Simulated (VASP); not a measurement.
# PdC18 in VASP: notebook

Runs on PdC18. Level: PBE. Tasks: relaxation of the atoms, single point.

Program: VASP 6.6.1. These are calculated values, not measurements. Logs are shortened: lines on timing, memory, paths and dates and some standing lists are left out, and cuts for length are marked.

## Step 1: Starting point

The cell holds a slab with vacuum, 19 atoms: a = 7.398 Å, b = 7.398 Å, c = 11.000 Å, α = 90.00°, β = 90.00°, γ = 120.00°.

The cell was built by a generator and needn't be a form met in nature.

## Step 2: Relaxation of the atoms, PBE

File INCAR:

```
PREC = Accurate
ENCUT = 520
EDIFF = 1E-6
ISMEAR = 0
SIGMA = 0.05
LREAL = Auto
LASPH = T
NELM = 100
ALGO = Normal
ISIF = 2
LWAVE = F
LCHARG = F
GGA = PE
IBRION = 2
NSW = 80
EDIFFG = -0.03
```

File KPOINTS:

```
Automatic mesh
0
Gamma
  2 2 1
```

File POSCAR:

```
PdC18
1.0
    7.3980000000      0.0000000000      0.0000000000
   -3.6990000000      6.4068560000      0.0000000000
    0.0000000000      0.0000000000     11.0000000000
C Pd
18 1
Direct
    0.0000000000      0.0000000000      0.0909090900
    0.2222222200      0.1111111100      0.0909090900
    0.0000000000      0.3333333300      0.0909090900
    0.2222222200      0.4444444400      0.0909090900
    0.0000000000      0.6666666600      0.0909090900
    0.2222222200      0.7777777700      0.0909090900
    0.3333333300      0.0000000000      0.0909090900
    0.5555555600      0.1111111100      0.0909090900
    0.3333333300      0.3333333300      0.0909090900
    0.5555555500      0.4444444400      0.0909090900
    0.3333333300      0.6666666600      0.0909090900
    0.5555555500      0.7777777700      0.0909090900
    0.6666666700      0.0000000000      0.0909090900
    0.8888888900      0.1111111100      0.0909090900
    0.6666666700      0.3333333300      0.0909090900
    0.8888888900      0.4444444400      0.0909090900
    0.6666666600      0.6666666600      0.0909090900
    0.8888888900      0.7777777700      0.0909090900
    1.0740740700      0.9259259200      0.2727272700
```

Potentials or basis: VASP PAW PBE potentials, release 64 (C, Pd).

On the command line:

```
$ cat potpaw_PBE.64/C/POTCAR potpaw_PBE.64/Pd/POTCAR > POTCAR
$ mpirun -np 1 vasp_std > vasp.out
```

OUTCAR:

```text
PREC = Accurate
   ENCUT = 520
   EDIFF = 1E-6
   ISMEAR = 0
   LREAL = Auto
   LASPH = T
   NELM = 100
   ISIF = 2
   GGA = PE
   IBRION = 2
   NSW = 80
   EDIFFG = -0.03

 ion  position               nearest neighbor table
   1  0.000  0.000  0.091-   2 1.42  14 1.42  18 1.42  19 2.21
   2  0.222  0.111  0.091-   1 1.42   7 1.42   9 1.42  19 2.36
   3  0.000  0.333  0.091-   4 1.42  16 1.42  14 1.42
   4  0.222  0.444  0.091-   3 1.42   9 1.42  11 1.42
   5  0.000  0.667  0.091-   6 1.42  18 1.42  16 1.42  19 2.63
   6  0.222  0.778  0.091-   5 1.42  11 1.42   7 1.42
   7  0.333  0.000  0.091-   2 1.42   8 1.42   6 1.42  19 2.63
   8  0.556  0.111  0.091-  13 1.42  15 1.42   7 1.42
   9  0.333  0.333  0.091-   4 1.42  10 1.42   2 1.42
  10  0.556  0.444  0.091-   9 1.42  17 1.42  15 1.42
  11  0.333  0.667  0.091-  12 1.42   6 1.42   4 1.42
  12  0.556  0.778  0.091-  11 1.42  17 1.42  13 1.42
  13  0.667  0.000  0.091-   8 1.42  14 1.42  12 1.42
  14  0.889  0.111  0.091-  13 1.42   1 1.42   3 1.42
  15  0.667  0.333  0.091-  16 1.42   8 1.42  10 1.42
  16  0.889  0.444  0.091-   3 1.42  15 1.42   5 1.42
  17  0.667  0.667  0.091-  12 1.42  10 1.42  18 1.42
  18  0.889  0.778  0.091-   5 1.42  17 1.42   1 1.42  19 2.36
  19  0.074  0.926  0.273-   1 2.21  18 2.36   2 2.36   7 2.63   5 2.63

  LATTYP: Found a hexagonal cell.
 ALAT       =     7.3980000000
 C/A-ratio  =     1.4868883482

  Lattice vectors:

 A1 = (   7.3980000000,   0.0000000000,   0.0000000000)
 A2 = (  -3.6990000000,   6.4068560000,   0.0000000000)
 A3 = (   0.0000000000,   0.0000000000,  11.0000000000)

Analysis of symmetry for initial positions (statically):
=====================================================================
 Subroutine PRICEL returns:
 Original cell was already a primitive cell.

 Routine SETGRP: Setting up the symmetry group for a
 hexagonal supercell.

 Subroutine GETGRP returns: Found  2 space group operations
 (whereof  2 operations were pure point group operations)
 out of a pool of 24 trial point group operations.

The static configuration has the point symmetry C_1h.

Analysis of symmetry for dynamics (positions and initial velocities):
=====================================================================
 Subroutine PRICEL returns:
 Original cell was already a primitive cell.

 Routine SETGRP: Setting up the symmetry group for a
 hexagonal supercell.

 Subroutine GETGRP returns: Found  2 space group operations
 (whereof  2 operations were pure point group operations)
 out of a pool of 24 trial point group operations.

The dynamic configuration has the point symmetry C_1h.

 Subroutine INISYM returns: Found  2 space group operations
 (whereof  2 operations are pure point group operations),
 and found     1 'primitive' translations

----------------------------------------------------------------------------------------

                                     Primitive cell

  volume of cell :     521.3771

  direct lattice vectors                    reciprocal lattice vectors
     7.398000000  0.000000000  0.000000000     0.135171668  0.078041398  0.000000000
    -3.699000000  6.406856000  0.000000000     0.000000000  0.156082796  0.000000000
     0.000000000  0.000000000 11.000000000     0.000000000  0.000000000  0.090909091

  length of vectors
     7.398000000  7.398000054 11.000000000     0.156082797  0.156082796  0.090909091

  position of ions in fractional coordinates (direct lattice)
     0.000000000  0.000000000  0.090909090
     0.222222220  0.111111110  0.090909090
     1.000000000  0.333333330  0.090909090
     0.222222220  0.444444440  0.090909090
     1.000000000  0.666666660  0.090909090
     0.222222220  0.777777770  0.090909090
[... 11 lines left out ...]
     0.888888890  0.777777770  0.090909090
     0.074074070  0.925925920  0.272727270

  ion indices of the primitive-cell ions
   primitive index   ion index
                 1           1
                 2           2
                 3           3
                 4           4
                 5           5
                 6           6
[... 11 lines left out ...]
                18          18
                19          19

----------------------------------------------------------------------------------------

 KPOINTS: Automatic mesh

Automatic generation of k-mesh.
 Grid dimensions read from file:
 generate k-points for:    2    2    1

 Generating k-lattice:

  Cartesian coordinates                     Fractional coordinates (reciprocal lattice)
     0.067585834  0.039020699  0.000000000     0.500000000 -0.000000000  0.000000000
     0.000000000  0.078041398  0.000000000     0.000000000  0.500000000  0.000000000
     0.000000000  0.000000000  0.090909091     0.000000000  0.000000000  1.000000000

  Length of vectors
     0.078041399  0.078041398  0.090909091

  Shift w.r.t. Gamma in fractional coordinates (k-lattice)
     0.000000000  0.000000000  0.000000000

 Subroutine IBZKPT returns following result:
 ===========================================

 Found      3 irreducible k-points:

 Following reciprocal coordinates:
            Coordinates               Weight
  0.000000  0.000000  0.000000      1.000000
  0.500000 -0.000000  0.000000      2.000000
  0.500000  0.500000  0.000000      1.000000
   k-points           NKPTS =      3   k-points in BZ     NKDIM =      3   number of bands    NBANDS=     51
   number of dos      NEDOS =    301   number of ions     NIONS =     19
   total plane-waves  NPLWV = 263424
   dimension x,y,z NGX =    56 NGY =   56 NGZ =   84
   dimension x,y,z NGXF=   112 NGYF=  112 NGZF=  168
   ions per type =              18   1
   NGX,Y,Z   is equivalent  to a cutoff of  12.58, 12.58, 12.70 a.u.
   NGXF,Y,Z  is equivalent  to a cutoff of  25.17, 25.17, 25.39 a.u.
 SYSTEM =  unknown system
   PREC   = accura    normal or accurate (medium, high low for compatibility)
   ISTART =      0    job   : 0-new  1-cont  2-samecut
   ICHARG =      2    charge: 1-file 2-atom 10-const
   ISPIN  =      1    spin polarized calculation?
   LNONCOLLINEAR =      F non collinear calculations
   LSORBIT =      F    spin-orbit coupling
   LASPH  =      T    aspherical Exc in radial PAW
   ENCUT  =  520.0 eV  38.22 Ry    6.18 a.u.  13.76 13.76 20.45*2*pi/ulx,y,z
   NELM   =    100;   NELMIN=  2; NELMDL= -5     # of ELM steps
   EDIFF  = 0.1E-05   stopping-criterion for ELM
   LREAL  =      T    real-space projection
   EDIFFG = -.3E-01   stopping-criterion for IOM
   NSW    =     80    number of steps for IOM
   IBRION =      2    ionic relax: 0-MD 1-quasi-New 2-CG
   NFREE  =      1    steps in history (QN), initial steepest desc. (CG)
   ISIF   =      2    stress and relaxation
   ISYM   =      2    0-nonsym 1-usesym 2-fastsym
   POTIM  = 0.5000    time-step for ionic-motion
   TEBEG  =    0.0;   TEEND  =   0.0 temperature during run
   PSTRESS=    0.0 pullay stress
   NELECT =      82.0000    total number of electrons
   NUPDOWN=      -1.0000    fix difference up-down
   EMIN   =  10.00;   EMAX   =-10.00  energy-range for DOS
   EFERMI =   0.00;   METHOD = LEGACY
   ISMEAR =     0;   SIGMA  =   0.05  broadening in eV -4-tet -1-fermi 0-gaus
   EFERMI_NEDOS =   21; number of points for ismear=-14 and -15
   IALGO  =     38    algorithm
   IMIX   =      4    mixing-type and parameters
     AMIX     =   0.40;   BMIX     =  1.00
     AMIX_MAG =   1.60;   BMIX_MAG =  1.00
  volume/ion in A,a.u.               =      27.44       185.18
  Fermi-wavevector in a.u.,A,eV,Ry     =   0.883681  1.669915 10.624679  0.780892
  Thomas-Fermi vector in A             =   2.004480
   LORBIT       =      0    0 simple, 1 ext, 2 COOP (PROOUT), +10 PAW based schemes
   GGA     = PE    functional components
   LHFCALC =     F    Hartree Fock is set to
   AEXX    =    0.0000 exact exchange contribution
   IVDW    =     0    specifies the selected vdW correction
   LEPSILON=     F    determine dielectric tensor
   LRPA    =     F    only Hartree local field effects (RPA)
 conjugate gradient relaxation of ions
 non-spin polarized calculation
 Gauss-broadening in eV      SIGMA  =   0.05
  energy-cutoff  :      520.00
  volume of cell :      521.38
 maximum number of plane-waves:     14099
 NGX is ok and might be reduce to    56
   NGX = 27   NGY = 27   NGZ = 41

--------------------------------------- Ionic step        1  -------------------------------------------

 number of electron      82.0000002 magnetization

 Free energy of the ion-electron system (eV)
  ---------------------------------------------------
  ext. energy  EPLUGINS =         0.00000000
  ---------------------------------------------------
  free energy    TOTEN  =      -168.09747598 eV

  energy without entropy =     -168.09399075  energy(sigma->0) =     -168.09573337

------------------------ aborting loop because EDIFF is reached ----------------------------------------

  FORCE on cell =-STRESS in cart. coord.  units (eV):
  Direction    XX          YY          ZZ          XY          YZ          ZX
  --------------------------------------------------------------------------------------
  -------------------------------------------------------------------------------------
  Total        5.3524261      4.8994709      0.3256147     -0.3922709      0.1366264     -0.2366429
  in kB       16.4478558     15.0559369      1.0006047     -1.2054374      0.4198491     -0.7271971
  external PRESSURE =      10.8347991 kB  Pullay stress =       0.0000000 kB
[... 140 lines left out ...]
  FREE ENERGIE OF THE ION-ELECTRON SYSTEM (eV)
  ---------------------------------------------------
  free  energy   TOTEN  =      -168.1539417629 eV

  energy  without entropy=     -168.1539341688  energy(sigma->0) =     -168.15393797

[... ionic steps 4 to 40 ...]

--------------------------------------- Ionic step       41  -------------------------------------------

 number of electron      82.0000001 magnetization

------------------------ aborting loop because EDIFF is reached ----------------------------------------
[... 101 lines left out ...]
--------------------------------------- Ionic step       43  -------------------------------------------

 number of electron      82.0000001 magnetization

 Free energy of the ion-electron system (eV)
  ---------------------------------------------------
  ext. energy  EPLUGINS =         0.00000000
  ---------------------------------------------------
  free energy    TOTEN  =      -168.24788922 eV

  energy without entropy =     -168.24722647  energy(sigma->0) =     -168.24755785

 E-fermi :  -0.6836     XC(G=0):  -4.4889

 val. band max:       -0.7714755726   @ k =   0.0000   0.0000   0.0000
 cond. band min:      -0.5942069397   @ k =   0.0000   0.0000   0.0000
 fundamental gap:      0.1772686330
 Fermi energy:        -0.6836305916

 k-point     1 :       0.0000    0.0000    0.0000
  band No.  band energies     occupation
      1     -20.4115      2.00000
      2     -18.0194      2.00000
      3     -17.8393      2.00000
      4     -17.7981      2.00000
      5     -17.7705      2.00000
      6     -17.7544      2.00000
[... 43 lines left out ...]
     50       4.0318      0.00000
     51       4.0699      0.00000

 k-point     2 :       0.5000   -0.0000    0.0000
  band No.  band energies     occupation
      1     -19.8123      2.00000
      2     -19.7028      2.00000
      3     -18.4958      2.00000
      4     -18.4186      2.00000
      5     -16.0602      2.00000
      6     -15.9852      2.00000
[... 43 lines left out ...]
     50       3.5958      0.00000
     51       3.9474      0.00000

 k-point     3 :       0.5000    0.5000    0.0000
  band No.  band energies     occupation
      1     -19.8164      2.00000
      2     -19.6965      2.00000
      3     -18.4836      2.00000
      4     -18.4359      2.00000
      5     -16.0585      2.00000
      6     -15.9796      2.00000
[... 89 lines left out ...]
  FREE ENERGIE OF THE ION-ELECTRON SYSTEM (eV)
  ---------------------------------------------------
  free  energy   TOTEN  =      -168.2478892224 eV

  energy  without entropy=     -168.2472264689  energy(sigma->0) =     -168.24755785

 reached required accuracy - stopping structural energy minimisation
```

Run time: 26 min. Hardware: 1 thread of Intel Xeon 6975P-C (Granite Rapids), shared host; peak memory 0.64 GiB.

What came out:

| Quantity | Value |
| --- | --- |
| Free energy | -168.2479 eV |
| Energy gained by relaxing | 7.9 meV/atom |
| Ionic steps | 43 |
| Largest force after relaxing | 0.027 eV/Å |
| Band gap on the k mesh | 0.18 eV, direct |

Forces on the atoms (eV/Å):
```
C    0.002 -0.001 -0.018
C   -0.011 -0.003 -0.014
C    0.013 -0.007 -0.010
C   -0.006 -0.001 -0.001
C    0.005 -0.001  0.010
C    0.009 -0.005  0.024
C    0.004 -0.004  0.010
C   -0.010  0.010  0.009
C    0.001 -0.001 -0.002
C    0.002 -0.001  0.015
C   -0.005  0.003 -0.004
C   -0.002  0.006 -0.001
C    0.013 -0.007 -0.010
C   -0.006  0.004  0.000
C   -0.005  0.003  0.023
C   -0.014  0.004  0.009
C    0.001  0.000 -0.002
C   -0.003  0.011 -0.014
Pd   0.013 -0.008 -0.023
```

The path:
| step | energy change (eV) | largest force (eV/Å) | pressure (GPa) |
| --- | --- | --- | --- |
| 1 | 0.0000 | 1.0026 | 1.08 |
| 3 | -0.0565 | 0.2249 | 1.08 |
| 5 | -0.0574 | 0.4297 | 1.07 |
| 7 | -0.0641 | 0.2953 | 1.06 |
| 9 | -0.0685 | 0.1654 | 1.06 |
| 11 | -0.0795 | 0.3914 | 1.01 |
| 13 | -0.0848 | 0.1814 | 1.02 |
| 15 | -0.0880 | 0.1822 | 0.99 |
| 17 | -0.0926 | 0.1770 | 0.95 |
| 19 | -0.0956 | 0.1688 | 0.92 |
| 21 | -0.0989 | 0.1735 | 0.91 |
| 23 | -0.1044 | 0.1807 | 0.89 |
| 25 | -0.1099 | 0.2637 | 0.89 |
| 27 | -0.1218 | 0.4695 | 0.87 |
| 29 | -0.1227 | 0.6018 | 0.87 |
| 31 | -0.1317 | 0.6043 | 0.86 |
| 33 | -0.1412 | 0.2977 | 0.84 |
| 35 | -0.1462 | 0.1731 | 0.85 |
| 37 | -0.1487 | 0.0924 | 0.86 |
| 39 | -0.1497 | 0.0604 | 0.87 |
| 41 | -0.1502 | 0.0315 | 0.87 |
| 43 | -0.1504 | 0.0274 | 0.87 |

Final structure:
```yaml
crystal:
  lattice:
    - [7.39800, 0.00000, 0.00000]
    - [-3.69900, 6.40686, 0.00000]
    - [0.00000, 0.00000, 11.00000]
  atoms:
    - { symbol: C, position: [0.00186, 0.99814, 0.09878] }
    - { symbol: C, position: [0.22631, 0.10997, 0.09780] }
    - { symbol: C, position: [0.00267, 0.33093, 0.08715] }
    - { symbol: C, position: [0.22451, 0.44237, 0.08802] }
    - { symbol: C, position: [0.00342, 0.66337, 0.08951] }
    - { symbol: C, position: [0.22453, 0.77547, 0.08539] }
    - { symbol: C, position: [0.33663, 0.99658, 0.08951] }
    - { symbol: C, position: [0.55764, 0.10896, 0.08762] }
    - { symbol: C, position: [0.33702, 0.33179, 0.09192] }
    - { symbol: C, position: [0.55756, 0.44244, 0.09025] }
    - { symbol: C, position: [0.33619, 0.66381, 0.08553] }
    - { symbol: C, position: [0.55763, 0.77549, 0.08802] }
    - { symbol: C, position: [0.66907, 0.99733, 0.08715] }
    - { symbol: C, position: [0.88961, 0.11039, 0.08978] }
    - { symbol: C, position: [0.66942, 0.33058, 0.08903] }
    - { symbol: C, position: [0.89104, 0.44236, 0.08762] }
    - { symbol: C, position: [0.66821, 0.66298, 0.09192] }
    - { symbol: C, position: [0.89003, 0.77369, 0.09780] }
    - { symbol: Pd, position: [0.03071, 0.96929, 0.28627] }
```

Levels at points of the mesh, in eV from the valence-band top:
```csv
k point,band 39,band 40,band 41,band 42,band 43,band 44
"(0.00, 0.00, 0.00)",-1.46,-0.05,0.00,0.18,0.20,0.90
"(0.50, 0.00, 0.00)",-1.41,-1.25,-1.09,0.92,1.61,2.35
"(0.50, 0.50, 0.00)",-1.48,-1.19,-1.11,0.96,1.68,2.39
```

Caveat: the k mesh is coarse (spacing up to 0.49 Å⁻¹), so the values aren't converged.

## Step 3: Single point, PBE

File INCAR:

```
SYSTEM = PdC18
ALGO = Normal
EDIFF = 1E-6
ENCUT = 520
GGA = PE
ISIF = 2
ISMEAR = 0
LASPH = .True.
LCHARG = .False.
LREAL = Auto
LWAVE = .False.
NBANDS = 56
NELM = 100
PREC = Accurate
SIGMA = 0.05
```

File KPOINTS:

```
k-points
0
Gamma
  2 2 1
  0 0 0
```

File POSCAR:

```
PdC18
1.0
    7.3980000000      0.0000000000      0.0000000000
   -3.6990000000      6.4068560000      0.0000000000
    0.0000000000      0.0000000000     11.0000000000
C Pd
18 1
Direct
   -0.0010178675     -0.0058148646      0.1020410000
    0.2228878263      0.1064025787      0.0927030000
   -0.0013166599      0.3306226954      0.0926850909
    0.2212685941      0.4394539225      0.0875646364
   -0.0020265207      0.6618015139      0.0891132727
    0.2207702381      0.7724250397      0.0888030909
    0.3313802262     -0.0047956439      0.0891359091
    0.5540596323      0.1057215895      0.0891353636
    0.3317311688      0.3290030243      0.0875845455
    0.5542059131      0.4389681928      0.0866272727
    0.3312328146      0.6619368377      0.0866431818
    0.5537216254      0.7719112151      0.0875938182
    0.6625466458     -0.0054914610      0.0926930000
    0.8864474959      0.1067303526      0.1020198182
    0.6646710026      0.3284993451      0.0888019091
    0.8874691356      0.4391272412      0.0891057273
    0.6641788253      0.6614628142      0.0875650909
    0.8867555997      0.7702935730      0.0926929091
    0.9426749840      1.0507000626      0.2874915455
```

Potentials or basis: VASP PAW PBE potentials, release 64 (C, Pd).

On the command line:

```
$ cat potpaw_PBE.64/C/POTCAR potpaw_PBE.64/Pd/POTCAR > POTCAR
$ mpirun -np 1 vasp_std > vasp.out
```

It took 2.2 min on 1 thread of Intel Xeon 6975P-C (Granite Rapids), shared host; peak memory 0.56 GiB.

The run converged. Its results:

```
Free energy            : -168.2923 eV
Largest force          : 0.037 eV/Å
Band gap on the k mesh : 0.08 eV, direct
```

Forces on the atoms (eV/Å):
```
C    0.023  0.000 -0.004
C   -0.008  0.011 -0.008
C    0.005  0.007 -0.007
C    0.008  0.003  0.002
C    0.015  0.000 -0.001
C   -0.006 -0.002  0.005
C    0.006 -0.009 -0.005
C   -0.004  0.001 -0.003
C   -0.007  0.008 -0.004
C   -0.011  0.003  0.001
C    0.003 -0.007  0.001
C   -0.005 -0.008 -0.006
C    0.008 -0.003  0.001
C   -0.016  0.016 -0.004
C    0.009  0.000  0.000
C   -0.013 -0.005 -0.001
C   -0.010 -0.012  0.001
C    0.003 -0.002 -0.004
Pd  -0.001 -0.001  0.037
```

Levels at points of the mesh, in eV from the valence-band top:
```csv
k point,band 38,band 39,band 40,band 41,band 42,band 43,band 44,band 45
"(0.00, 0.00, 0.00)",-1.47,-1.45,-0.15,0.00,0.08,0.27,0.93,3.42
"(0.50, 0.00, 0.00)",-1.52,-1.48,-1.30,-1.05,0.97,1.62,2.37,2.39
"(0.00, 0.50, 0.00)",-1.52,-1.48,-1.30,-1.06,0.97,1.62,2.37,2.40
"(0.50, 0.50, 0.00)",-1.53,-1.24,-1.24,-1.23,0.88,1.61,2.32,2.38
```

Caveat: the k mesh is coarse (spacing up to 0.49 Å⁻¹), so the values aren't converged.

(Part 1 of 2 ends here.)
